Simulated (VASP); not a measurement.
Output of a VASP run:

File OUTCAR:
```
 ion  position               nearest neighbor table
   1  0.000  0.000  0.000-
  LATTYP: Found a body centered cubic cell.
 ALAT       =     3.0305763460
 Subroutine PRICEL returns:
 Original cell was already a primitive cell.
 Subroutine GETGRP returns: Found 48 space group operations
The static configuration has the point symmetry O_h .
The dynamic configuration has the point symmetry O_h .
 Subroutine INISYM returns: Found 48 space group operations
 Subroutine IBZKPT returns following result:
 Found    165 irreducible k-points:

 Following reciprocal coordinates:
            Coordinates               Weight
  0.000000  0.000000  0.000000      1.000000
  0.058824  0.000000  0.000000     12.000000
  0.117647  0.000000  0.000000     12.000000
  0.176471  0.000000  0.000000     12.000000
  0.235294  0.000000  0.000000     12.000000
  0.294118  0.000000  0.000000     12.000000
  0.352941  0.000000  0.000000     12.000000
  0.411765  0.000000  0.000000     12.000000
  0.470588  0.000000  0.000000     12.000000
  0.058824  0.058824  0.000000     24.000000
  0.117647  0.058824  0.000000     48.000000
  0.176471  0.058824  0.000000     48.000000
  0.235294  0.058824  0.000000     48.000000
  0.294118  0.058824  0.000000     48.000000
  0.352941  0.058824  0.000000     48.000000
  0.411765  0.058824 -0.000000     48.000000
  0.470588  0.058824  0.000000     24.000000
  0.117647  0.117647  0.000000     24.000000
  0.176471  0.117647  0.000000     48.000000
  0.235294  0.117647 -0.000000     48.000000
  0.294118  0.117647  0.000000     48.000000
  0.352941  0.117647  0.000000     48.000000
  0.411765  0.117647  0.000000     48.000000
  0.176471  0.176471  0.000000     24.000000
  0.235294  0.176471  0.000000     48.000000
  0.294118  0.176471 -0.000000     48.000000
  0.352941  0.176471  0.000000     48.000000
  0.411765  0.176471  0.000000     24.000000
  0.235294  0.235294  0.000000     24.000000
  0.294118  0.235294  0.000000     48.000000
  0.352941  0.235294  0.000000     48.000000
  0.294118  0.294118  0.000000     24.000000
  0.352941  0.294118  0.000000     24.000000
  0.058824  0.058824  0.058824      8.000000
  0.117647  0.058824  0.058824     24.000000
  0.176471  0.058824  0.058824     24.000000
  0.235294  0.058824  0.058824     24.000000
  0.294118  0.058824  0.058824     24.000000
  0.352941  0.058824  0.058824     24.000000
  0.411765  0.058824  0.058824     24.000000
   k-points           NKPTS =    165   k-points in BZ     NKDIM =    165   number of bands    NBANDS=     11
   number of dos      NEDOS =    301   number of ions     NIONS =      1
   total plane-waves  NPLWV =   8000
   dimension x,y,z NGX =    20 NGY =   20 NGZ =   20
   dimension x,y,z NGXF=    40 NGYF=   40 NGZF=   40
   ions per type =               1
   PREC   = accura    normal or accurate (medium, high low for compatibility)
   ISTART =      0    job   : 0-new  1-cont  2-samecut
   ICHARG =      2    charge: 1-file 2-atom 10-const
   ISPIN  =      1    spin polarized calculation?
   LNONCOLLINEAR =      F non collinear calculations
   LSORBIT =      F    spin-orbit coupling
   INIWAV =      1    electr: 0-lowe 1-rand  2-diag
   ENCUT  =  500.0 eV  36.75 Ry    6.06 a.u.   4.79  4.79  4.79*2*pi/ulx,y,z
   NELM   =    100;   NELMIN=  2; NELMDL= -5     # of ELM steps
   EDIFF  = 0.1E-05   stopping-criterion for ELM
   LREAL  =      F    real-space projection
   NLSPLINE    = F    spline interpolate recip. space projectors
   LMAXMIX     =    6 max onsite mixed and CHGCAR
   VOSKOWN=      0    Vosko Wilk Nusair interpolation
   EDIFFG = -.2E-01   stopping-criterion for IOM
   NSW    =     40    number of steps for IOM
   NBLOCK =      1;   KBLOCK =     40    inner block; outer block
   IBRION =      2    ionic relax: 0-MD 1-quasi-New 2-CG
   NFREE  =      1    steps in history (QN), initial steepest desc. (CG)
...
```

File OSZICAR:
```
       N       E                     dE             d eps       ncg     rms          rms(c)
DAV:   1     0.745367840451E+02    0.74537E+02   -0.77011E+03  3630   0.143E+03
DAV:   2    -0.130645540935E+02   -0.87601E+02   -0.84879E+02  3852   0.334E+02
DAV:   3    -0.144732278064E+02   -0.14087E+01   -0.13967E+01  4095   0.420E+01
DAV:   4    -0.144793782753E+02   -0.61505E-02   -0.61483E-02  3917   0.307E+00
DAV:   5    -0.144794217392E+02   -0.43464E-04   -0.43464E-04  4116   0.256E-01    0.268E+01
DAV:   6    -0.140391821453E+02    0.44024E+00   -0.41632E-01  3855   0.868E+00    0.118E+01
DAV:   7    -0.139080273664E+02    0.13115E+00   -0.23829E-01  3953   0.612E+00    0.452E-01
DAV:   8    -0.139027280815E+02    0.52993E-02   -0.36396E-03  3762   0.967E-01    0.161E-01
DAV:   9    -0.139027367417E+02   -0.86603E-05   -0.51300E-05  4140   0.103E-01    0.619E-02
DAV:  10    -0.139027397778E+02   -0.30361E-05   -0.75444E-06  3957   0.389E-02    0.703E-03
DAV:  11    -0.139027397605E+02    0.17277E-07   -0.66889E-08  2021   0.337E-03
   1 F= -.99939022E+01 E0= -.99938806E+01  d E =-.999390E+01
```

File OUTCAR:
```
------------------------ aborting loop because EDIFF is reached ----------------------------------------
  FORCE on cell =-STRESS in cart. coord.  units (eV):
  Direction    XX          YY          ZZ          XY          YZ          ZX
  --------------------------------------------------------------------------------------
  Total        3.9206712      3.9206712      3.9206712     -0.0000000     -0.0000000      0.0000000
  in kB      451.3623341    451.3623341    451.3623341     -0.0000000     -0.0000000      0.0000000
  external PRESSURE =       1.3623341 kB  Pullay stress =     450.0000000 kB
  volume of cell :       13.92
      direct lattice vectors                 reciprocal lattice vectors
    -1.515288173  1.515288173  1.515288173     0.000000000  0.329970239  0.329970239
     1.515288173 -1.515288173  1.515288173     0.329970239  0.000000000  0.329970239
     1.515288173  1.515288173 -1.515288173     0.329970239  0.329970239  0.000000000
 POSITION                                       TOTAL-FORCE (eV/Angst)
 -----------------------------------------------------------------------------------
      0.00000      0.00000      0.00000        -0.000000      0.000000     -0.000000
 -----------------------------------------------------------------------------------
    total drift:                                0.000000     -0.000000      0.000000
  FREE ENERGIE OF THE ION-ELECTRON SYSTEM (eV)
  ---------------------------------------------------
  free  energy   TOTEN  =       -13.9027397605 eV

  energy  without entropy=      -13.9026749122  energy(sigma->0) =      -13.90271814
  enthalpy is  TOTEN    =        -9.9939021960 eV   P V=        3.9088375645

 reached required accuracy - stopping structural energy minimisation
```
(Selected blocks of OUTCAR.)

### POSCAR
```
W
1
   -1.5152881730     1.5152881730     1.5152881730
    1.5152881730    -1.5152881730     1.5152881730
    1.5152881730     1.5152881730    -1.5152881730
W
1
Direct
  0.0000000000   0.0000000000   0.0000000000
```

Write an INCAR and KPOINTS that could have produced this output.

Several could match; the one computed here: the input of the run itself, LDA (Ceperley-Alder, Perdew-Zunger), plane waves, VASP's LDA PAW potentials (set 64).

**INCAR**
```
# general
SYSTEM  = W
PREC    = Accurate
ENCUT   = 500
LREAL   = .FALSE.
LASPH   = .TRUE.

# electronic loop
EDIFF   = 1E-6
NELM    = 100
ALGO    = Normal
LMAXMIX = 6

# smearing
ISMEAR  = 1
SIGMA   = 0.1

# ions
IBRION  = 2
NSW     = 40
ISIF    = 3
EDIFFG  = -0.02
PSTRESS = 450

# output
LWAVE   = .FALSE.
LCHARG  = .FALSE.
```

**KPOINTS**
```
Automatic mesh
0
Gamma
17 17 17
0 0 0
```

POTCAR, in this order: W_sv (LDA.64 set). Program: vasp_std.

The compound is W in the bcc structure. It was relaxed first under an external pressure of 45 GPa.
